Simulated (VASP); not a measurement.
All values below come from AM05 GGA, VASP's PBE PAW potentials (set 64) (plane waves; VASP).

A VASP calculation is set up with these files.

POSCAR:
```
Sr
1
    0.0000000000     2.9856483908     2.9856483908
    2.9856483908     0.0000000000     2.9856483908
    2.9856483908     2.9856483908     0.0000000000
Sr
1
Direct
  0.0000000000   0.0000000000   0.0000000000
```

**INCAR**
```
ALGO = Normal
EDIFF = 1E-7
ENCUT = 520
GGA = AM
ICHARG = 11
ISMEAR = 0
LASPH = .TRUE.
LCHARG = .FALSE.
LMAXMIX = 4
LORBIT = 11
LREAL = .FALSE.
LWAVE = .FALSE.
NELM = 100
PREC = Accurate
SIGMA = 0.05
SYSTEM = Sr
```

KPOINTS:
```
k-points along high-symmetry lines
15
Line-mode
Reciprocal
  0.000000   0.000000   0.000000 ! GAMMA
  0.500000   0.000000   0.500000 ! X

  0.500000   0.000000   0.500000 ! X
  0.625000   0.250000   0.625000 ! U

  0.375000   0.375000   0.750000 ! K
  0.000000   0.000000   0.000000 ! GAMMA

  0.000000   0.000000   0.000000 ! GAMMA
  0.500000   0.500000   0.500000 ! L

  0.500000   0.500000   0.500000 ! L
  0.500000   0.250000   0.750000 ! W

  0.500000   0.250000   0.750000 ! W
  0.500000   0.000000   0.500000 ! X
```

POTCAR, in this order: Sr_sv (PBE.64 set). Program: vasp_std. Read from the step before: CHGCAR.

Output

**OUTCAR**
```
 ion  position               nearest neighbor table
   1  0.000  0.000  0.000-
  LATTYP: Found a face centered cubic cell.
 ALAT       =     5.9712967816
 Subroutine PRICEL returns:
 Original cell was already a primitive cell.
 Subroutine GETGRP returns: Found 48 space group operations
The static configuration has the point symmetry O_h .
The dynamic configuration has the point symmetry O_h .
 Subroutine INISYM returns: Found 48 space group operations
   k-points           NKPTS =     90   k-points in BZ     NKDIM =     90   number of bands    NBANDS=      9
   number of dos      NEDOS =    301   number of ions     NIONS =      1
   total plane-waves  NPLWV =  32768
   dimension x,y,z NGX =    32 NGY =   32 NGZ =   32
   dimension x,y,z NGXF=    64 NGYF=   64 NGZF=   64
   ions per type =               1
   PREC   = accura    normal or accurate (medium, high low for compatibility)
   ISTART =      0    job   : 0-new  1-cont  2-samecut
   ICHARG =     11    charge: 1-file 2-atom 10-const
   ISPIN  =      1    spin polarized calculation?
   LNONCOLLINEAR =      F non collinear calculations
   LSORBIT =      F    spin-orbit coupling
   INIWAV =      1    electr: 0-lowe 1-rand  2-diag
   ENCUT  =  520.0 eV  38.22 Ry    6.18 a.u.   7.85  7.85  7.85*2*pi/ulx,y,z
   NELM   =    100;   NELMIN=  2; NELMDL= -5     # of ELM steps
   EDIFF  = 0.1E-06   stopping-criterion for ELM
   LREAL  =      F    real-space projection
   NLSPLINE    = F    spline interpolate recip. space projectors
   LMAXMIX     =    4 max onsite mixed and CHGCAR
   VOSKOWN=      0    Vosko Wilk Nusair interpolation
   EDIFFG = 0.1E-05   stopping-criterion for IOM
   NSW    =      0    number of steps for IOM
   NBLOCK =      1;   KBLOCK =      1    inner block; outer block
   IBRION =     -1    ionic relax: 0-MD 1-quasi-New 2-CG
   NFREE  =      0    steps in history (QN), initial steepest desc. (CG)
   ISIF   =      2    stress and relaxation
   ISYM   =      2    0-nonsym 1-usesym 2-fastsym
   TEIN   =    0.0    initial temperature
   TEBEG  =    0.0;   TEEND  =   0.0 temperature during run
   SMASS  =  -3.00    Nose mass-parameter (am)
...
```

File OSZICAR:
```
       N       E                     dE             d eps       ncg     rms          rms(c)
DAV:   1     0.368710430899E+02    0.36871E+02   -0.48930E+03  1620   0.952E+02
DAV:   2    -0.415711485293E+00   -0.37287E+02   -0.36975E+02  1817   0.163E+02
DAV:   3    -0.185889039760E+01   -0.14432E+01   -0.14187E+01  2409   0.272E+01
DAV:   4    -0.190566805297E+01   -0.46778E-01   -0.46747E-01  2393   0.429E+00
DAV:   5    -0.190654811397E+01   -0.88006E-03   -0.87977E-03  2584   0.343E-01
DAV:   6    -0.190655231930E+01   -0.42053E-05   -0.42048E-05  2288   0.232E-02
DAV:   7    -0.190655237429E+01   -0.54987E-07   -0.55188E-07  2565   0.176E-03
   1 F= -.19065524E+01 E0= -.19042260E+01  d E =-.465265E-02
```

### OUTCAR
```
 val. band max:        1.6928595313   @ k =   0.5000   0.2857   0.7143

 cond. band min:       1.7011690803   @ k =   0.5000   0.2679   0.7321



 k-point     1 :       0.0000    0.0000    0.0000
  band No.  band energies     occupation
      1     -34.8263      2.00000
      2     -16.7340      2.00000
      3     -16.7340      2.00000
      4     -16.7340      2.00000
      5      -2.0468      2.00000
      6       4.0540      0.00000
      7       4.0540      0.00000
      8       4.0540      0.00000
      9       5.5879      0.00000

 k-point     2 :       0.0357    0.0000    0.0357
  band No.  band energies     occupation
      1     -34.8260      2.00000
      2     -16.7368      2.00000
      3     -16.7350      2.00000
      4     -16.7350      2.00000
      5      -2.0183      2.00000
      6       4.0080      0.00000
      7       4.0678      0.00000
      8       4.0678      0.00000
      9       5.5383      0.00000

 k-point     3 :       0.0714    0.0000    0.0714
  band No.  band energies     occupation
      1     -34.8252      2.00000
      2     -16.7450      2.00000
      3     -16.7380      2.00000
      4     -16.7380      2.00000
      5      -1.9336      2.00000
      6       3.8794      0.00000
      7       4.1093      0.00000
      8       4.1093      0.00000
      9       5.3847      0.00000

 k-point     4 :       0.1071    0.0000    0.1071
  band No.  band energies     occupation
      1     -34.8239      2.00000
      2     -16.7582      2.00000
      3     -16.7428      2.00000
      4     -16.7428      2.00000
      5      -1.7941      2.00000
      6       3.6909      0.00000
      7       4.1791      0.00000
      8       4.1791      0.00000
      9       5.1414      0.00000

 k-point     5 :       0.1429    0.0000    0.1429
  band No.  band energies     occupation
      1     -34.8222      2.00000
      2     -16.7755      2.00000
      3     -16.7491      2.00000
      4     -16.7491      2.00000
...
```

The density is held fixed in this step, so its total energy and stress have no physical meaning.

The compound is Sr in the fcc structure. It was relaxed first, which changed the volume by -5 %.
